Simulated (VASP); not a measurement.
Crystal: MoS2.

```xyz
6
Lattice="3.1610 0.0000 0.0000 -1.5805 2.7375 0.0000 0.0000 0.0000 12.9098" Properties=species:S:1:pos:R:3 pbc="T T T"
Mo    0.0000    1.8250    3.2274
Mo    1.5805    0.9125    9.6823
S     1.5805    0.9125    4.7924
S     1.5805    0.9125    1.6624
S     0.0000    1.8250   11.2473
S     0.0000    1.8250    8.1173
```

The cell was built by a generator and needn't be a form met in nature.

Base run:

| Item | Value |
| --- | --- |
| Program | VASP 6.6.1 |
| Functional | vdW-DF2 |
| Potentials or basis | VASP PAW PBE potentials, release 64 (Mo_sv, S) |
| Cutoff | 520 eV |
| k mesh | 8 × 8 × 2 |
| Occupations | fermi-dirac, width 0.05 eV |
| Spin | no spin polarisation |

Its results: band gap on the k mesh 1.20 eV, indirect (least direct gap 1.97 eV); pressure 12.0 GPa; largest force 1.039 eV/Å.

Task: The run is repeated on the same cell with these changes: functional from vdW-DF2 to SCAN. What comes out?

Result: Band gap on the k mesh 1.36 eV, indirect (least direct gap 2.12 eV); pressure 0.0 GPa; largest force 0.161 eV/Å.

Caveats: the PAW data sets were made with another functional, which shifts forces and pressure a little.

A k mesh can miss the band edges.
